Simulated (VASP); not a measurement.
# FeC23 (a cell with a defect) in VASP: further runs, part 2 of 3

VASP 6.6.1.

## (3) Single point, PBEsol+U, collinear spin, ferromagnetic start

File INCAR:

```
ALGO = Normal ; EDIFF = 1E-5
ENCUT = 450 ; GGA = PS
ISIF = 2 ; ISMEAR = 0
ISPIN = 2 ; ISYM = 0
KPAR = 4 ; LASPH = True
LCHARG = False ; LDAU = True
LDAUJ = 0 0 ; LDAUL = 2 -1
LDAUPRINT = 1 ; LDAUTYPE = 2
LDAUU = 4 0 ; LMAXMIX = 4
LORBIT = 11 ; LREAL = Auto
LWAVE = False ; MAGMOM = 2 0 0 0 0 0 0 0 0 0 0 0 0 0 0 0 0 0 0 0 0 0 0 0
NBANDS = 72 ; NELM = 120
PREC = Accurate ; SIGMA = 0.03
```

File KPOINTS:

```
k-points
0
Gamma
  3 4 4
```

File POSCAR:

```
FeC23                                   
1.0
    0.0000000000      5.3503200000      5.3503200000
    3.5668800000      0.0000000000      3.5668800000
    3.5668800000      3.5668800000      0.0000000000
  Fe              C             
     1    23
Direct
     0.9941058467399687    0.0015947658391175    0.0015448538433791
     0.0004883876997670    0.0014471682375785    0.4975683943260661
     0.0005476052945744    0.4997632162095548    0.9991406163799518
     0.9999976832203495    0.5012175752377711    0.4995071355687417
     0.3324180758588697    0.0031494456080440    0.0010954708539399
     0.3387264240270494    0.0003939947072307    0.4904617664097872
     0.3389530145418347    0.4920346277996709    0.9985002774880773
     0.3319636770786374    0.5019783217182475    0.4998937598305562
     0.6679376726589238    0.0000868516379036    0.9978376726843389
     0.6591580069041912    0.0046654305227447    0.5064825312208954
     0.6591594258937805    0.5088218547967065    0.0023608575180629
     0.6670083656059919    0.5012646618836702    0.4990404454880168
     0.0937973054538472    0.1378256815084123    0.1354485614493706
     0.0968485534248469    0.1369901626925187    0.5805702722297019
     0.0973762120466274    0.5810202228855597    0.1354031434087954
     0.0840258749201532    0.6259469326372622    0.6237371020737916
     0.4259282867332579    0.1188673598511941    0.1170958771385432
     0.4120777119750750    0.1271204739727574    0.6300466760684755
     0.4120871829167793    0.6320874194749573    0.1251052776357894
     0.4176361822661977    0.6248178531677745    0.6228641058263200
     0.7110726643228823    0.1479545414421940    0.1452868711012672
     0.7504663538487540    0.1275323372202658    0.6237656344151588
     0.7505575313040213    0.6261154113823674    0.1251889915224966
     0.7475969552636004    0.6276146895664940    0.6253587055184778
```

Potentials or basis: VASP PAW PBE potentials, release 64 (Fe, C).

The run is started by

```
> cat potpaw_PBE.64/Fe/POTCAR potpaw_PBE.64/C/POTCAR > POTCAR
> mpirun -np 4 vasp_std > vasp.out
```

Wall time 3.5 min (4 MPI ranks of Intel Xeon 6975P-C (Granite Rapids), shared host); peak memory 0.46 GiB.

Results (log left out):

| Item | Value |
| --- | --- |
| Free energy | -220.2203 eV |
| Largest force | 1.766 eV/Å |
| Band gap on the k mesh | 1.98 eV, indirect (least direct gap 2.01 eV) |
| Net moment | 0.00 μB per cell |
| Valence electrons inside the program's atomic spheres | Fe 8.88; C 2.60, 2.58, 2.62, 2.59, 2.67, 2.65, 2.57, 2.61, 2.66, 2.56, 2.55 |

Forces in eV/Å, atoms in the order of the input:
```
Fe  -0.276  0.395  0.499
C   -0.056  0.032  0.168
C   -0.068  0.161  0.019
C   -0.326  0.064  0.058
C    0.006  0.187  0.193
C    0.065  0.102 -0.055
C    0.069 -0.070  0.111
C    0.051 -0.019 -0.024
C    0.104 -0.292 -0.287
C    0.012  0.092 -0.037
C    0.009 -0.032  0.119
C   -0.014  0.000  0.007
C   -0.668 -0.981 -1.035
C    1.114  0.689 -1.115
C    1.174 -1.135  0.671
C    0.023  0.002  0.002
C   -0.010 -0.104 -0.105
C   -0.008 -0.062 -0.006
C   -0.011 -0.008 -0.062
C    0.018 -0.011 -0.008
C   -1.021  0.850  0.773
C   -0.029 -0.014  0.128
C   -0.024  0.134 -0.035
C   -0.133  0.019  0.023
```

Levels at points of the mesh, in eV from the valence-band top:
Spin up:
```csv
k point,band 47,band 48,band 49,band 50,band 51,band 52,band 53,band 54
"(0.00, 0.00, 0.00)",-1.16,-1.10,-1.02,-0.96,2.39,3.76,3.79,4.45
"(0.00, 0.50, 0.00)",-1.65,-1.50,-0.18,-0.03,1.98,2.66,3.82,4.53
"(0.00, 0.00, 0.50)",-1.66,-1.52,-0.18,-0.03,2.00,2.64,3.81,4.53
"(0.00, 0.50, 0.50)",-1.74,-1.59,-0.26,0.00,2.03,3.02,3.72,3.95
```
Spin down:
```tsv
k point	band 47	band 48	band 49	band 50	band 51	band 52	band 53	band 54
(0.00, 0.00, 0.00)	-1.16	-1.10	-1.02	-0.96	2.39	3.76	3.79	4.45
(0.00, 0.50, 0.00)	-1.65	-1.50	-0.18	-0.04	1.98	2.66	3.82	4.53
(0.00, 0.00, 0.50)	-1.66	-1.52	-0.18	-0.03	2.00	2.64	3.81	4.53
(0.00, 0.50, 0.50)	-1.74	-1.59	-0.26	0.00	2.03	3.02	3.72	3.95
```

Eigenvalues of the final occupation matrices:
```
    site  spin  trace               eigenvalues
site 1 d     1   3.72  0.58 0.63 0.63 0.94 0.94
site 1 d     2   3.72  0.59 0.63 0.63 0.94 0.94
```

Caveat: the cutoff is under 1.25 times the usual one of these potentials, so pressure, stress and relaxed cells hold a basis-set (Pulay) error; the starting moments collapsed, and a magnetic state may lie lower; the PAW data sets were made with another functional, which shifts forces and pressure a little; the U is typed as a test and isn't derived for this compound. The state reached can hang on the start; a lower one may exist.

## (4) Single point, PBEsol+U, collinear spin, ferromagnetic start

Changes to INCAR since step 3:

```diff
@@ -8,3 +8,3 @@
 LDAUPRINT = 1 ; LDAUTYPE = 2
-LDAUU = 4 0 ; LMAXMIX = 4
+LDAUU = 6 0 ; LMAXMIX = 4
 LORBIT = 11 ; LREAL = Auto
@@ -12,2 +12,3 @@
 NBANDS = 72 ; NELM = 120
-PREC = Accurate ; SIGMA = 0.03
+NUPDOWN = 2 ; PREC = Accurate
+SIGMA = 0.03
```

KPOINTS is that of step 3.

POSCAR is that of step 3.

The run is started by

```
> cat potpaw_PBE.64/Fe/POTCAR potpaw_PBE.64/C/POTCAR > POTCAR
> mpirun -np 4 vasp_std > vasp.out
```

Wall time 6.1 min (4 MPI ranks of Intel Xeon 6975P-C (Granite Rapids), shared host); peak memory 0.46 GiB.

The run converged. Its results:

* Free energy: -218.0723 eV
* Largest force: 0.102 eV/Å
* Net moment: 2.00 μB per cell
* Site moments: Fe +2.01; C +0.00, +0.01, +0.02, -0.00, -0.06, -0.05, -0.02 μB
* Valence electrons inside the program's atomic spheres: Fe 8.90; C 2.60, 2.58, 2.62, 2.59, 2.61, 2.67, 2.65, 2.57, 2.55

Forces in eV/Å, atoms in the order of the input:
```
Fe  -0.025  0.035  0.053
C    0.008  0.010  0.002
C    0.003  0.001  0.003
C   -0.003 -0.005  0.004
C    0.022 -0.032 -0.032
C    0.016 -0.013 -0.022
C    0.016 -0.031 -0.019
C    0.012  0.008  0.005
C    0.020  0.044  0.043
C   -0.021 -0.021  0.028
C   -0.012  0.022 -0.015
C   -0.008  0.004  0.013
C   -0.008 -0.063 -0.080
C   -0.017  0.020  0.010
C   -0.009  0.005  0.022
C    0.001 -0.011 -0.018
C   -0.004 -0.016 -0.014
C    0.002 -0.003  0.010
C    0.000  0.005  0.004
C   -0.007  0.008  0.008
C    0.018  0.023  0.013
C   -0.001  0.006 -0.013
C   -0.003 -0.005 -0.015
C    0.001  0.011  0.010
```

Eigenvalues of the final occupation matrices:
```csv
site,spin,trace,eigenvalues
site 1 d,1,4.65,0.88 0.89 0.92 0.97 0.98
site 1 d,2,2.71,0.05 0.47 0.61 0.62 0.96
```

Caveat: the k mesh is coarse (spacing up to 0.38 Å⁻¹), so the values aren't converged; the cutoff is under 1.25 times the usual one of these potentials, so pressure, stress and relaxed cells hold a basis-set (Pulay) error; the PAW data sets were made with another functional, which shifts forces and pressure a little; the total moment is fixed, so each spin has its own Fermi level; the U is typed as a test and isn't derived for this compound. The state reached can hang on the start; a lower one may exist.

## (5) Single point, PBEsol+U, collinear spin, ferromagnetic start

Changes to INCAR since step 4:

```diff
@@ -8,3 +8,3 @@
 LDAUPRINT = 1 ; LDAUTYPE = 2
-LDAUU = 6 0 ; LMAXMIX = 4
+LDAUU = 4 0 ; LMAXMIX = 4
 LORBIT = 11 ; LREAL = Auto
```

File KPOINTS:

```
k-points
0
Gamma
  3 5 5
```

POSCAR is that of step 4.

Potentials or basis: VASP PAW PBE potentials, release 64 (Fe, C).

The run is started by

```
> cat potpaw_PBE.64/Fe/POTCAR potpaw_PBE.64/C/POTCAR > POTCAR
> mpirun -np 4 vasp_std > vasp.out
```

OUTCAR:

```text
EDIFF = 1E-5
   ENCUT = 450
   GGA = PS
   ISIF = 2
   ISMEAR = 0
   ISPIN = 2
   ISYM = 0
   LASPH = True
   LORBIT = 11
   LREAL = Auto
   NELM = 120
   NUPDOWN = 2
   PREC = Accurate

 ion  position               nearest neighbor table
   1  0.994  0.002  0.002-  13 1.73  15 1.73  14 1.73  21 1.75   9 2.48   3 2.51   4 2.52   2 2.52
                             2 2.53   4 2.53   3 2.53  10 2.54  11 2.55   5 2.56   7 2.59   6 2.59
   2  0.000  0.001  0.498-  13 1.50  14 1.50  22 1.54  16 1.55   1 2.52   1 2.53
   3  0.001  0.500  0.999-  13 1.50  15 1.50  23 1.54  16 1.55   1 2.51   1 2.53
   4  1.000  0.501  0.500-  14 1.51  15 1.51  16 1.54  24 1.56   1 2.52   1 2.53
   5  0.332  0.003  0.001-  13 1.48  18 1.53  19 1.53  17 1.53   1 2.56
   6  0.339  0.000  0.490-  14 1.50  17 1.54  20 1.55  18 1.55   1 2.59
   7  0.339  0.492  0.999-  15 1.50  17 1.54  20 1.55  19 1.55   1 2.59
   8  0.332  0.502  0.500-  16 1.53  20 1.54  19 1.54  18 1.54
   9  0.668  0.000  0.998-  17 1.50  21 1.50  23 1.54  22 1.54   1 2.48
  10  0.659  0.005  0.506-  21 1.50  18 1.53  24 1.55  22 1.55   1 2.54
  11  0.659  0.509  0.002-  21 1.50  19 1.53  24 1.55  23 1.55   1 2.55
  12  0.667  0.501  0.499-  24 1.54  22 1.54  23 1.54  20 1.54
  13  0.094  0.138  0.135-   5 1.48   3 1.50   2 1.50   1 1.73
  14  0.097  0.137  0.581-   6 1.50   2 1.50   4 1.51   1 1.73
  15  0.097  0.581  0.135-   7 1.50   3 1.50   4 1.51   1 1.73
  16  0.084  0.626  0.624-   8 1.53   4 1.54   3 1.55   2 1.55
  17  0.426  0.119  0.117-   9 1.50   5 1.53   7 1.54   6 1.54
  18  0.412  0.127  0.630-  10 1.53   5 1.53   8 1.54   6 1.55
  19  0.412  0.632  0.125-  11 1.53   5 1.53   8 1.54   7 1.55
  20  0.418  0.625  0.623-  12 1.54   8 1.54   6 1.55   7 1.55
  21  0.711  0.148  0.145-  11 1.50  10 1.50   9 1.50   1 1.75
  22  0.750  0.128  0.624-  12 1.54   9 1.54   2 1.54  10 1.55
  23  0.751  0.626  0.125-  12 1.54   9 1.54   3 1.54  11 1.55
  24  0.748  0.628  0.625-  12 1.54  11 1.55  10 1.55   4 1.56

IMPORTANT INFORMATION: All symmetrisations will be switched off!
NOSYMM: (Re-)initialisation of all symmetry stuff for point group C_1.

[... 259 lines left out ...]
      2      -8.8855      1.00000
      3      -8.5695      1.00000
      4      -6.2610      1.00000
      5      -6.1274      1.00000
      6      -6.1180      1.00000
[... 3113 lines left out ...]
     61      17.5007      0.00000
     62      17.8582      0.00000

 [... further k-points ...]

 [bands above 62 left out]

------------------------ aborting loop because EDIFF is reached ----------------------------------------

  FORCE on cell =-STRESS in cart. coord.  units (eV):
  Direction    XX          YY          ZZ          XY          YZ          ZX
  --------------------------------------------------------------------------------------
  -------------------------------------------------------------------------------------
  Total       22.2347597     17.8010711     17.5627891     -2.9618607      1.9745097     -2.7506965
  in kB      261.6714088    209.4932174    206.6889779    -34.8568761     23.2371625    -32.3717745
  external PRESSURE =     225.9512014 kB  Pullay stress =       0.0000000 kB

 VOLUME and BASIS-vectors are now :
 -----------------------------------------------------------------------------
  energy-cutoff  :      450.00
  volume of cell :      136.14
      direct lattice vectors                 reciprocal lattice vectors
     0.000000000  5.350320000  5.350320000    -0.093452354  0.093452354  0.093452354
     3.566880000  0.000000000  3.566880000     0.140178531 -0.140178531  0.140178531
     3.566880000  3.566880000  0.000000000     0.140178531  0.140178531 -0.140178531

 POSITION                                       TOTAL-FORCE (eV/Angst)
 -----------------------------------------------------------------------------------
      0.01120      5.32429      5.32447         0.015270     -0.048544     -0.025885
      1.77993      1.77738      0.00777         0.018650      0.006235     -0.022408
      5.34641      3.56674      1.78553         0.011879     -0.027581     -0.001353
      3.56946      7.13199      7.13809         0.002635     -0.017205     -0.009921
      0.01514      1.78245      1.78978         0.044955     -0.004008     -0.004435
      1.75082      3.56171      1.81370        -0.008602     -0.018619      0.005523
[... 16 lines left out ...]
      2.67981      4.46226      6.24900         0.000051     -0.009839     -0.012118
      4.46921      6.23046      6.23851         0.009333      0.007257      0.006613
 -----------------------------------------------------------------------------------
    total drift:                                0.000617      0.001351     -0.000271

  FREE ENERGIE OF THE ION-ELECTRON SYSTEM (eV)
  ---------------------------------------------------
  free  energy   TOTEN  =      -219.2953718639 eV

  energy  without entropy=     -219.2943228258  energy(sigma->0) =     -219.29484734

 total charge

# of ion       s       p       d       tot
------------------------------------------
    1        0.777   0.854   7.165   8.796
    2        0.834   1.767   0.000   2.601
    3        0.834   1.768   0.000   2.601
    4        0.828   1.747   0.000   2.575
    5        0.837   1.784   0.000   2.620
    6        0.831   1.755   0.000   2.586
[... 16 lines left out ...]
   23        0.828   1.738   0.000   2.566
   24        0.826   1.726   0.000   2.552
--------------------------------------------------
tot         19.995  41.383   7.165  68.543

 magnetization (x)

# of ion       s       p       d       tot
------------------------------------------
    1        0.013   0.085   1.722   1.820
    2        0.002   0.004   0.000   0.006
    3        0.002   0.005   0.000   0.006
    4        0.006   0.018   0.000   0.024
    5        0.005   0.010   0.000   0.015
    6        0.001   0.004   0.000   0.005
[... 16 lines left out ...]
   23        0.001   0.004   0.000   0.004
   24        0.001   0.004   0.000   0.005
--------------------------------------------------
tot          0.039   0.063   1.722   1.824
```

OSZICAR:

```text
N       E                     dE             d eps       ncg     rms          rms(c)
DAV:   1     0.563102490863E+03    0.56310E+03   -0.43948E+04 11056   0.127E+03
DAV:   2    -0.152829493814E+03   -0.71593E+03   -0.65059E+03 11728   0.326E+02
DAV:   3    -0.226729538588E+03   -0.73900E+02   -0.71296E+02 13280   0.107E+02
DAV:   4    -0.229968592277E+03   -0.32391E+01   -0.31996E+01 15016   0.220E+01
DAV:   5    -0.230085265332E+03   -0.11667E+00   -0.11645E+00 15048   0.371E+00    0.373E+01
DAV:   6    -0.227967848455E+03    0.21174E+01   -0.57735E+01 16472   0.626E+01    0.384E+01
DAV:   7    -0.220067840421E+03    0.79000E+01   -0.50022E+01 15832   0.120E+02    0.159E+01
DAV:   8    -0.219316704456E+03    0.75114E+00   -0.53135E+00 13776   0.793E+00    0.858E+00
DAV:   9    -0.219067249629E+03    0.24945E+00   -0.16415E+00 16984   0.911E+00    0.332E+00
DAV:  10    -0.219216661020E+03   -0.14941E+00   -0.44102E-01 16624   0.411E+00    0.179E+00
DAV:  11    -0.219265437025E+03   -0.48776E-01   -0.98627E-02 16136   0.216E+00    0.980E-01
DAV:  12    -0.219290602593E+03   -0.25166E-01   -0.16083E-02 15888   0.825E-01    0.424E-01
DAV:  13    -0.219293802268E+03   -0.31997E-02   -0.20891E-03 16144   0.288E-01    0.255E-01
DAV:  14    -0.219295070157E+03   -0.12679E-02   -0.99769E-04 15888   0.215E-01    0.126E-01
DAV:  15    -0.219295333464E+03   -0.26331E-03   -0.47136E-04 15104   0.101E-01    0.643E-02
DAV:  16    -0.219295368223E+03   -0.34758E-04   -0.78576E-05 14384   0.483E-02    0.336E-02
DAV:  17    -0.219295371864E+03   -0.36410E-05   -0.10329E-05  7832   0.194E-02
   1 F= -.21929537E+03 E0= -.21929485E+03  d E =-.104904E-02  mag=     2.0000
```

Wall time 4.3 min (4 MPI ranks of Intel Xeon 6975P-C (Granite Rapids), shared host); peak memory 0.54 GiB.

Results:

| Item | Value |
| --- | --- |
| Free energy | -219.2954 eV |
| Largest force | 0.129 eV/Å |
| Net moment | 2.00 μB per cell |
| Site moments | Fe +1.82; C +0.01, +0.02, +0.00, -0.00, -0.04, -0.03 μB |
| Valence electrons inside the program's atomic spheres | Fe 8.80; C 2.60, 2.58, 2.62, 2.59, 2.61, 2.67, 2.65, 2.57, 2.68, 2.55 |

Forces in eV/Å, atoms in the order of the input:
```
Fe   0.015 -0.049 -0.026
C    0.019  0.006 -0.022
C    0.012 -0.028 -0.001
C    0.003 -0.017 -0.010
C    0.045 -0.004 -0.004
C   -0.009 -0.019  0.006
C   -0.009 -0.003 -0.022
C    0.003  0.011  0.008
C    0.012  0.006  0.006
C   -0.002 -0.009  0.006
C    0.005  0.001 -0.002
C   -0.010  0.003  0.012
C   -0.121  0.040  0.017
C   -0.011  0.088  0.039
C    0.003  0.034  0.093
C    0.004 -0.002 -0.009
C   -0.025 -0.002  0.000
C    0.012 -0.003  0.000
C    0.011 -0.005  0.004
C   -0.005  0.004  0.005
C    0.038 -0.059 -0.075
C    0.001  0.009 -0.018
C    0.000 -0.010 -0.012
C    0.009  0.007  0.007
```

Eigenvalues of the final occupation matrices:
| site | spin | trace | eigenvalues |
| --- | --- | --- | --- |
| site 1 d | 1 | 4.48 | 0.83 0.85 0.89 0.95 0.96 |
| site 1 d | 2 | 2.75 | 0.07 0.52 0.61 0.62 0.93 |

Caveat: the cutoff is under 1.25 times the usual one of these potentials, so pressure, stress and relaxed cells hold a basis-set (Pulay) error; the PAW data sets were made with another functional, which shifts forces and pressure a little; the total moment is fixed, so each spin has its own Fermi level; the U is typed as a test and isn't derived for this compound.

(Part 2 of 3 ends here.)
